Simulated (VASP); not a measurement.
Here is a VASP 6.6.1 calculation.

The input run.py:

```python
from ase.calculators.vasp import Vasp
from ase.dft.bandgap import bandgap
from ase.spacegroup import crystal

atoms = crystal(
    ['Bi', 'I', 'O', 'O', 'Li'],
    basis=[[0.0, 0.5, 0.108177], [0.5, 0.0, 0.322499], [0.0, 0.0, 0.0], [0.5, 0.5, 0.0], [0.0, 0.0, 0.5]],
    spacegroup=115,
    setting=1,
    cellpar=[4.232823, 4.232823, 9.999939, 90.0, 90.0, 90.0],
    primitive_cell=True,
)
calc = Vasp(
    directory='calc',
    xc='pbe',
    pp='PBE',
    setups='minimal',
    prec='Accurate',
    encut=500,
    ediff=1e-06,
    ismear=0,
    sigma=0.05,
    lreal=False,
    lasph=True,
    nelm=80,
    algo='Normal',
    isif=2,
    lwave=False,
    lcharg=True,
    kpts=[6, 6, 3],
    gamma=True,
    nbands=28,
)
atoms.calc = calc

print('energy (eV):', atoms.get_potential_energy())
print('free energy (eV):', atoms.get_potential_energy(force_consistent=True))
efermi = calc.get_fermi_level()
print('Fermi level (eV):', efermi)
path = atoms.cell.bandpath(npoints=40, eps=1e-4)
print('path:', path.path)
calc.set(kpts=path.kpts, reciprocal=True, icharg=11, isym=0, lcharg=False)
calc.calculate(atoms)
print('gap on the path (eV):', bandgap(calc, efermi=efermi)[0])
print('direct gap on the path (eV):', bandgap(calc, efermi=efermi, direct=True)[0])
```

Potentials or basis: VASP PAW PBE potentials, release 64 (Bi, I, O, Li).

Run with:

```console
$ python run.py
```

Problem. What does it give for the band gap along the path?

Solution. None (metal or under the smearing width).

Levels at the corners of the path, in eV from the Fermi level:
```tsv
point	band 15	band 16	band 17	band 18	band 19	band 20	band 21	band 22	band 23	band 24
Γ	-3.20	-3.20	-2.80	-2.80	-1.00	-0.23	1.72	1.72	2.95	3.06
X	-3.34	-3.16	-2.90	-2.48	1.11	1.13	1.40	1.57	2.14	2.19
M	-3.93	-3.66	-3.53	-3.53	-0.27	-0.14	1.47	1.47	2.37	2.62
Γ	-3.20	-3.20	-2.80	-2.80	-1.00	-0.23	1.72	1.72	2.95	3.06
Z	-3.26	-3.26	-2.71	-2.71	-0.94	-0.67	1.57	1.57	3.17	3.25
R	-3.40	-3.18	-2.90	-2.48	1.19	1.23	1.28	1.38	2.16	2.20
A	-3.93	-3.93	-3.61	-3.61	-0.11	0.13	1.44	1.44	2.05	2.18
Z	-3.26	-3.26	-2.71	-2.71	-0.94	-0.67	1.57	1.57	3.17	3.25
X	-3.34	-3.16	-2.90	-2.48	1.11	1.13	1.40	1.57	2.14	2.19
R	-3.40	-3.18	-2.90	-2.48	1.19	1.23	1.28	1.38	2.16	2.20
M	-3.93	-3.66	-3.53	-3.53	-0.27	-0.14	1.47	1.47	2.37	2.62
A	-3.93	-3.93	-3.61	-3.61	-0.11	0.13	1.44	1.44	2.05	2.18
```

Caveat: the log is that of the step along the path at fixed density, whose energy, stress, charges and moments have no meaning; spin-orbit coupling is left out, which moves the levels of the heavy elements; an odd number of electrons without spin polarisation forces a metal; a magnetic or distorted state may lie lower.
